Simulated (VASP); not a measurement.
**YbB: energy against volume and a worked fit**

It takes space group Pm-3m (No. 221, cubic). The conventional cell has a = 3.169 Å, b = 3.169 Å, c = 3.169 Å, α = 90.00°, β = 90.00°, γ = 90.00°. Yb (site symmetry m-3m) has 8 B at 2.74 Å as nearest neighbours. B (site symmetry m-3m) has 8 Yb at 2.74 Å as nearest neighbours.

The cell comes from a database or a generator and needn't be the stable form of this composition.

The cell was scaled at fixed shape and fractions and run with VASP, PBE PAW files B, Yb, 520 eV; PBE, k mesh 8 × 8 × 8 on the cell of 2 atoms, fermi-dirac occupations of 0.05 eV, collinear spin, ferromagnetic start, no spin-orbit coupling. Energies are those that the program minimises, any entropy of the smearing included. For a metal such a mesh isn't converged to the digits shown. The magnetic state is the one that the start led to, which needn't be the lowest. Plain semilocal runs treat an open f shell poorly.

```tsv
V (Å³/atom)	energy over the lowest row (meV/atom)
14.9556	17.478
15.2738	7.694
15.5920	2.005
15.9102	0.000
16.2284	?
16.5466	5.658
16.8648	12.719
```

Question: Fit the third-order Birch-Murnaghan form, give V0, B0 and B′, and predict the energy left open.

Answer: With y = (V0/V)^(2/3), E = E0 + (9 V0 B0/16) [(y - 1)³ B′ + (y - 1)² (6 - 4y)]. Least squares through the rows shown give V0 = 15.9374 Å³/atom, E0 = -0.014 meV, B0 = 83.21 GPa (1 eV/Å³ = 160.218 GPa) and B′ = 4.08, with a largest miss of 0.003 meV. At V = 16.2284 the form with these constants gives 1.324 meV; the run gave 1.317 meV an atom.
